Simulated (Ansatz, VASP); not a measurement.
# Al: VASP beside Ansatz

One calculation is typed for both programs; each brings its own data sets and cutoff. How far apart do they land? The cell is taken from a series of VASP runs on this material, whose earlier steps may have relaxed, scaled or displaced it; both programs get it as it stands.

Main program and level: Ansatz 0.2.0; plane waves, with VASP 6.6.1 beside it; relaxation of cell and atoms at PBEsol with D3(BJ).

**1. Set-up**

It takes space group Fm-3m (No. 225, cubic). Conventional cell: a = 3.969 Å, b = 3.969 Å, c = 3.969 Å, α = 90.00°, β = 90.00°, γ = 90.00°. Nearest to Al lie 12 Al at 2.81 Å.

**2. Ansatz: relaxation of cell and atoms, PBEsol with D3(BJ)**

Ansatz runs on its default PAW (the set named soft_2) files.

The relaxed volume is the usual yardstick between codes: its relative difference is about their pressure difference at one cell divided by the bulk modulus.

Contents of input.yaml:

```yaml
crystal:
  lattice:
    - [0.0, 1.9845232571, 1.9845232571]
    - [1.9845232571, 0.0, 1.9845232571]
    - [1.9845232571, 1.9845232571, 0.0]
  atoms:
    - { symbol: Al, position: [0.0, 0.0, 0.0] }
hamiltonian:
  xc: pbesol
  pseudopotentials: { kind: paw }
  dispersion: d3bj
kpoints:
  mp_grid: { grid: [12, 12, 12] }
scf:
  occupations: { method: methfessel_paxton, width: 0.1 }
relax:
  f_tol: 0.01
  max_steps: 60
  cell: { stress_tol: 0.05 }
output:
  forces: true
  stress: true
```

Run with:

```
> ansatz run input.yaml --threads 4 --pin off --max-ram 9216MiB --backend cpu --events-out ev --progress --plain --runs-dir out
```

Numbers of over 12 decimals in the logs are rounded to 6 here.

Log:

```text
Engine: ansatz 0.2.0, aarch64-unknown-linux-gnu
Pseudopotentials: kind: paw
Pseudopotential: Al, paw, valence charge 3, recommended cutoff 420 eV (normal), Al.paw.azcp
Functional definition: PBEsol
  exchange = pbesol_x
  correlation = pbesol_c
Crystal: 1 atoms, lattice volume = 15.631 Å³
Basis set: ecut = 420 eV, 307 PW (Γ), exchange–correlation on 40×40×40 points (8 copies of the dense FFT grid, shifted against one another)
Bands: 6, of which v1, the nominal top of the filled ones, is band 2 counted from 1 (1 counted from 0)
Symmetry: 48 space group operations
Space group: Fm-3m (ITA 225), of the structure as read, at distance tolerance 2.5e-5 Å
k-points: 72 of 1728
Non-local potential: Al, projectors of the file, l = 0: 2, l = 1: 2, l = 2: 1
PAW form: soft (Blöchl's): semilocal exchange-correlation on the pseudo side does not see the compensation charge
PAW frozen core: Al, regenerated for the run's functional, and the local potential with it (the file was generated under x = pbe(κ = 0.804, μ = 0.219515), c = pbe(β = 0.066725))
PAW one-centre angular grid: Al, 110 points (default); XC on 64 Gauss nodes
Initial density: superposition of atomic densities (neutral atoms: chi_scale 0, normalization atom), corrected by the library's trained network
Initial wavefunctions: pseudopotential atomic-orbital guess
Functional: x = pbesol(κ = 0.804, μ = 0.123457), c = pbesol(β = 0.046)
SCF iter   1: F=—  HF=-524.884506 eV  |F-HF|=—  |Δ(HF+E_count)|=         —  Δρ=1.00e-3  dr2=1.22e-4  ethr=1.77e-3  ⟨swp⟩=4.9  Hψ=3707  notcnv=0
preconditioner: auto → none  [insulator: Δε(μ)=0.120 eV  Ē_g=13.666 eV  σ=0.100 eV  W_gap=0.84  n_scr=0 (ndim 8)  ℏωp=16.3 eV  f_vac=0.000  D(μ)=0.37/eV (n_scr^D=0)  ε∞_Penn≈2.4]
SCF iter   2: F=—  HF=-524.884478 eV  |F-HF|=—  |Δ(HF+E_count)|=   2.79e-5  S|Δr|=    0.00e0  Δρ=4.65e-4  dr2=2.38e-5  ethr=4.07e-6  ⟨swp⟩=1.3  Hψ=1031  notcnv=0
SCF iter   3: F=—  HF=-524.884489 eV  |F-HF|=—  |Δ(HF+E_count)|=   1.08e-5  S|Δr|=    0.00e0  Δρ=2.54e-5  dr2=4.82e-8  ethr=3.33e-9  ⟨swp⟩=3.1  Hψ=1229  notcnv=0
SCF iter   4: F=-524.884489 eV  HF=-524.884489 eV  |F-HF|=6.37e-11  |Δ(HF+E_count)|=   1.77e-8  S|Δr|=    0.00e0  Δρ=2.11e-6  dr2=3.41e-10  ethr=1.61e-9  ⟨swp⟩=2.0  Hψ=1112  notcnv=0
SCF 1 converged in 4 iterations: F = -524.884489 eV  dr2 = 3.41e-10
  greatest PAW one-centre occupation: 0.452 electrons in one spin orbital (limit 2), on the Al atom at site 0 (counted from 0), in its partial waves of l = 0
relax step   1: F+E_penalty+E_count = -524.88448854 eV  Δ(F+E_penalty+E_count) = +0.000e0 eV  max|allowed force component| = 0.000e0 eV/Å  Δτ_max = 0.0000 Å  P = -0.059 GPa  Ω = 15.631 Å³  (4 SCF iters, dr2 threshold 1.00e-7 eV, accepted)
[...]
relax step   2: F+E_penalty+E_count = -524.88449503 eV  Δ(F+E_penalty+E_count) = -6.492e-6 eV  max|allowed force component| = 0.000e0 eV/Å  Δτ_max = 0.0000 Å  P = +0.002 GPa  Ω = 15.621 Å³  energy of the carried Pulay correction = +4.603e-6 eV  (3 SCF iters, dr2 threshold 8.70e-9 eV, accepted)
[...]
relax step   3: F+E_penalty+E_count = -524.88449503 eV  Δ(F+E_penalty+E_count) = +1.819e-12 eV  max|allowed force component| = 0.000e0 eV/Å  Δτ_max = 0.0000 Å  P = +0.001 GPa  Ω = 15.621 Å³  stress off target by 1.38e-3 GPa  SCF on the basis re-selected at this cell (its energy is not comparable with the rows above)  (2 SCF iters)
basis re-selected at this cell: Δ(F+E_penalty+E_count) = +1.819e-12 eV, ΔP = -0.000 GPa vs the last step (what re-selecting the basis moved, of the pressure what is left beyond the Pulay correction that the steps carried, after the strain that the cell walked since its last selection, with what the two solves' SCF thresholds leave and, on support functions, any second-order correction that the steps lacked; it is no  [...]
SCF converged after 2 iterations
Stability not checked: this state was not tested for a lower state beside it, because cold or Methfessel-Paxton smearing, or corrected tetrahedra, fill the levels in a way that the test cannot read (fill_not_monotonic; see scf.lower_state_search)
Free energy (F): -524.884495 eV
Harris-Foulkes:  -524.884495 eV  (|F-HF|=3.41e-13)
Internal energy: -524.884859 eV  (E = F + TS)
E sigma→0 (E₀):  -524.884586 eV
Entropy (-TS):   0.000364 eV (0.364 meV/atom)
Fermi energy:    8.323328 eV
--- Per-component energies (eV) ---
  E_band       = 11.667848
  E_kinetic    = 23.670491
  E_local      = 10.579455  (includes V_loc(G=0)·N_el)
  E_nonlocal   = 10.518205
  E_hartree    = 0.116640
  E_xc         = -39.772223
  E_vxc        = -29.628180  (∫ρ·V_xc dr)
  E_paw        = -454.811793  (= ΣΔE_a)
  E_vpaw       = -3.705401  (= ΣTr[D̂ρ^β])
  E_aug_tail   = -0.000002  (compensation charges beyond the density's cutoff)
  E_ewald      = -74.869061
  E_disp       = -0.335709  (pairwise vdW)
  E_core_change = 0.019139  (= ΣΔE_core)
  E_smearing   = 0.000364  (= −TS)
  E_closure    = 0.000000  (closes the sum)
  Σ components = -524.884495   (vs F -524.884495, Δ=0.00e0)
--- Forces (eV/Å), atoms counted from 1 ---
  atom   1  Al    -0.00000000    -0.00000000     0.00000000
  max |Σ_I F_I| component: 7.19e-33 eV/Å
--- Stress (GPa, compression-positive) ---
        0.001382       0.000000       0.000000
        0.000000       0.001382       0.000000
        0.000000       0.000000       0.001382
  P = ⅓ Tr σ = 0.0014 GPa (0.014 kbar)
--- Relaxed structure (2 steps of the walk, 2 accepted, 1 SCFs on fresh bases) ---
  F+E_penalty+E_count = -524.88449503 eV   max|allowed force component| = 0.000e0 eV/Å   (the final SCF, on the basis selected at the relaxed cell)
  cell:  # Å, volume = 15.6208 Å³
    - [0, 1.984076, 1.984076]
    - [1.984076, 0, 1.984076]
    - [1.984076, 1.984076, 0]
  atoms:
    - { symbol: Al, position: [0.0, 0.0, 0.0] }
```

Wall time 1.1 s (4 threads of Arm Neoverse N1, shared host); peak memory 0.26 GiB.

**3. VASP: relaxation of cell and atoms, PBEsol with D3(BJ)**

The same cell, functional, mesh and smearing now go to VASP, with its own data sets and cutoff.

Lines of VASP's logs that name or quote its potential files are left out, and so is its time.

Contents of INCAR:

```
SYSTEM = Al
PREC = Accurate
ENCUT = 450
EDIFF = 1E-06
NELM = 100
ISMEAR = 1
SIGMA = 0.1
LREAL = .FALSE.
ALGO = Normal
GGA = PS
IVDW = 12
LORBIT = 11
LWAVE = .FALSE.
LCHARG = .FALSE.
KPAR = 2
IBRION = 2
NSW = 50
ISIF = 3
EDIFFG = -0.01
```

Contents of POSCAR:

```
Al
1.0
    0.0000000000      1.9845232571      1.9845232571
    1.9845232571      0.0000000000      1.9845232571
    1.9845232571      1.9845232571      0.0000000000
Al
1
Direct
    0.0000000000      0.0000000000      0.0000000000
```

Contents of KPOINTS:

```
Automatic mesh
0
Gamma
12 12 12
0 0 0
```

The projector-augmented-wave data sets are Al (PBE family, release 64).

Run with:

```
> mpirun -np 2 vasp_std
```

Log:

```text
[banner, memory and clock lines left out]
running    2 mpi-ranks, on    1 nodes
 distrk:  each k-point on    1 cores,    2 groups
 distr:  one band on    1 cores,    1 groups

 POSCAR found type information on POSCAR Al
 POSCAR found :  1 types and       1 ions
|                                                                             |
|               ----> ADVICE to this user running VASP <----                  |
|                                                                             |
|     You enforced a specific xc type in the INCAR file but a different       |
|     [... a line on the potential file left out ...]
|     I HOPE YOU KNOW WHAT YOU ARE DOING!                                     |
|                                                                             |

 LDA part: xc-table for (Slater+PW92), standard interpolation
 POSCAR, INCAR and KPOINTS ok, starting setup
 FFT: planning ... GRIDC
 FFT: planning ... GRID_SOFT
 FFT: planning ... GRID
 WAVECAR not read
 entering main loop
       N       E                     dE             d eps       ncg     rms          rms(c)
DAV:   1    -0.226804990903E+01   -0.22680E+01   -0.77631E+02   775   0.278E+02
DAV:   2    -0.410721990665E+01   -0.18392E+01   -0.17041E+01   955   0.288E+01
DAV:   3    -0.412139055626E+01   -0.14171E-01   -0.14174E-01   930   0.295E+00
DAV:   4    -0.412143189030E+01   -0.41334E-04   -0.41334E-04   950   0.156E-01
DAV:   5    -0.412143215372E+01   -0.26342E-06   -0.26418E-06  1000   0.106E-02    0.149E+00
DAV:   6    -0.410419988910E+01    0.17232E-01   -0.18115E-03   840   0.285E-01    0.846E-01
DAV:   7    -0.409253943477E+01    0.11660E-01   -0.50333E-03   840   0.457E-01    0.181E-01
DAV:   8    -0.409252439188E+01    0.15043E-04   -0.30188E-05   980   0.569E-02    0.198E-02
DAV:   9    -0.409252375550E+01    0.63638E-06   -0.41511E-07   845   0.494E-03
   1 F= -.44279058E+01 E0= -.44280244E+01  d E =-.442791E+01
 curvature:   0.00 expect dE= 0.000E+00 dE for cont linesearch  0.000E+00
 trial: gam= 0.00000 g(F)=  0.294E-64 g(S)=  0.169E-06 ort = 0.000E+00 (trialstep = 0.100E+01)
 search vector abs. value=  0.169E-06
 reached required accuracy - stopping structural energy minimisation
```

From OUTCAR (step 3):

```text
ion  position               nearest neighbor table
   1  0.000  0.000  0.000-

  LATTYP: Found a face centered cubic cell.
 ALAT       =     3.9690465142

 Subroutine GETGRP returns: Found 48 space group operations
 (whereof 48 operations were pure point group operations)

The static configuration has the point symmetry O_h .

 Found     72 irreducible k-points:

   k-points           NKPTS =     72   k-points in BZ     NKDIM =     72   number of bands    NBANDS=      5

   dimension x,y,z NGX =    20 NGY =   20 NGZ =   20
   dimension x,y,z NGXF=    40 NGYF=   40 NGZF=   40

   ENCUT  =  450.0 eV  33.07 Ry    5.75 a.u.   4.85  4.85  4.85*2*pi/ulx,y,z

   NELECT =       3.0000    total number of electrons

 k-points in reciprocal lattice and weights: Automatic mesh
   0.00000000  0.00000000  0.00000000       0.001
   0.08333333  0.00000000  0.00000000       0.005
   0.16666667  0.00000000  0.00000000       0.005
   0.25000000  0.00000000  0.00000000       0.005
   0.33333333  0.00000000  0.00000000       0.005
   0.41666667  0.00000000  0.00000000       0.005
   0.50000000  0.00000000  0.00000000       0.002
   0.08333333  0.08333333  0.00000000       0.003
   0.16666667  0.08333333  0.00000000       0.014
[...]
-0.33333333  0.50000000  0.16666667       0.007
  -0.25000000  0.50000000  0.25000000       0.003

 average (electrostatic) potential at core
       1 -71.6558

 E-fermi :   8.3848

 k-point     1 :       0.0000    0.0000    0.0000
  band No.  band energies     occupation
      1      -2.9833      2.00000
      2      21.4235      0.00000
      3      21.4235      0.00000
      4      21.4235      0.00000
      5      23.3338      0.00000

 k-point     2 :       0.0833    0.0000    0.0000
  band No.  band energies     occupation
      1      -2.7877      2.00000
      2      18.8197      0.00000
      3      20.9219      0.00000
      4      20.9219      0.00000
      5      23.8830      0.00000

 k-point     3 :       0.1667    0.0000    0.0000
  band No.  band energies     occupation
      1      -2.2028      2.00000
      2      15.3665      0.00000
      3      20.2450      0.00000
      4      20.2450      0.00000
      5      23.6477      0.00000

 Edisp (eV)   -0.33538

  Total       0.00108     0.00108     0.00108     0.00000    -0.00000    -0.00000
  in kB       0.11073     0.11073     0.11073     0.00000    -0.00000    -0.00000
  external pressure =        0.11 kB  Pullay stress =        0.00 kB

  energy-cutoff  :      450.00
  volume of cell :       15.63
      direct lattice vectors                 reciprocal lattice vectors
     0.000000000  1.984523257  1.984523257    -0.251949680  0.251949680  0.251949680
     1.984523257  0.000000000  1.984523257     0.251949680 -0.251949680  0.251949680
     1.984523257  1.984523257  0.000000000     0.251949680  0.251949680 -0.251949680

 POSITION                                       TOTAL-FORCE (eV/Angst)
 -----------------------------------------------------------------------------------
      0.00000      0.00000      0.00000        -0.000000     -0.000000     -0.000000
 -----------------------------------------------------------------------------------
    total drift:                                0.000000      0.000000     -0.000000

  FREE ENERGIE OF THE ION-ELECTRON SYSTEM (eV)
  ---------------------------------------------------
  free  energy   TOTEN  =        -4.4279058252 eV

  energy  without entropy=       -4.4282614259  energy(sigma->0) =       -4.42802436

 reached required accuracy - stopping structural energy minimisation

 total charge
# of ion       s       p       d       tot
------------------------------------------
    1        0.430   0.360   0.000   0.789

[... 3 further parts left out ...]
```

Dispersion corrections of this kind ignore metallic screening and tend to overbind metals. The run keeps the 48 symmetry operations of its start, so it cannot find a distortion of lower symmetry.

**4. Comparison**

Known differences besides the potentials themselves: both relaxations stop at a tolerance, which leaves soft axes loose, and VASP keeps its plane-wave basis; the cutoff is 420 eV in Ansatz and 450 eV in VASP; Ansatz makes its cores anew for this functional, VASP keeps those of its PBE data sets; VASP leaves aspherical gradient terms in its spheres out (LASPH is not set), Ansatz keeps them; Ansatz adds a Pulay correction to the stress that steers its cell, VASP none. Total energies have different zeros and are not compared.

The two programs side by side:

```
                                         quantity  Ansatz   VASP  difference
                                      volume (Å³)   15.62  15.63     -0.07 %
edge a after relaxation, in the typed setting (Å)   2.806  2.807     -0.02 %
```

The walks stopped with 0.00 GPa left in Ansatz and 0.01 GPa in VASP; each walk ends within a tolerance, so the volume difference is uncertain by about these residues over the bulk modulus, most in soft cells.

**5. What came out**

- difference in volume (relaxation of cell and atoms, PBEsol with D3(BJ)): -0.068 %

**Reading.** The difference in volume is -0.068 % (relaxation of cell and atoms, PBEsol with D3(BJ)), within the 1.2 % picked in this series as the mark of a large difference, as far as the stopping tolerances let one tell. How closely two codes agree says nothing of how well the functional describes the real material.

[Lines on the potential files, build, host, timing and source positions are cut from VASP's logs without a mark.]

[Logs are printed without paths, hosts, clocks, repeated set-up lines and the standing remarks that a program may print on its own settings, such as how far it seeks lower states.]

[Hosts, paths, dates, database ids (printed as entryN), source tags and the programs' standing remarks are cut or masked in the printed files.]
